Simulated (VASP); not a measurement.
All values below come from PBE GGA, VASP's PBE PAW potentials (set 64) (plane waves; VASP).

VASP input:

**POSCAR**
```
C
1
    0.0000000000     1.7502476978     1.7502476978
    1.7502476978     0.0000000000     1.7502476978
    1.7502476978     1.7502476978     0.0000000000
C
2
Direct
  0.0000000000   0.0000000000   0.0000000000
  0.2500000000   0.2500000000   0.2500000000
```

### KPOINTS
```
Automatic mesh
0
Gamma
13 13 13
0 0 0
```

### INCAR
```
# general
SYSTEM = C
PREC   = Accurate
ENCUT  = 520
LREAL  = .FALSE.   # projection in real space or not
LASPH  = .TRUE.

# electronic loop
EDIFF  = 1E-7   # SCF stop (eV)
NELM   = 100
ALGO   = Normal

# smearing
ISMEAR = 0
SIGMA  = 0.05

# functional
GGA    = PE   # PBE

# ions
ISIF   = 2

# output
LWAVE  = .FALSE.
LCHARG = .FALSE.
```

POTCAR, in this order: C (PBE.64 set). Program: vasp_std.

Question: Predict the energy per atom (σ→0), pressure.

Answer: 
The energy per atom (σ→0) is -9.062 eV/atom and the pressure is 30.10 GPa.

**OSZICAR**
```
...
DAV:   6    -0.183120322431E+02    0.56494E+00   -0.43030E-01  1384   0.532E+00    0.360E+00
DAV:   7    -0.181222156792E+02    0.18982E+00   -0.46919E-01  1576   0.567E+00    0.859E-01
DAV:   8    -0.181235627055E+02   -0.13470E-02   -0.18257E-03  1384   0.506E-01    0.498E-02
DAV:   9    -0.181235719898E+02   -0.92843E-05   -0.13440E-04  1944   0.103E-01    0.278E-02
DAV:  10    -0.181235843178E+02   -0.12328E-04   -0.12495E-05  1392   0.422E-02    0.697E-03
DAV:  11    -0.181235841609E+02    0.15690E-06   -0.35568E-08  1784   0.218E-03    0.133E-03
DAV:  12    -0.181235841524E+02    0.85267E-08   -0.95426E-09   680   0.128E-03
   1 F= -.18123584E+02 E0= -.18123584E+02  d E =-.730034E-18
```

The compound is C in the diamond structure. This cell is one point of a volume scan, at 0.94 of the reference volume.
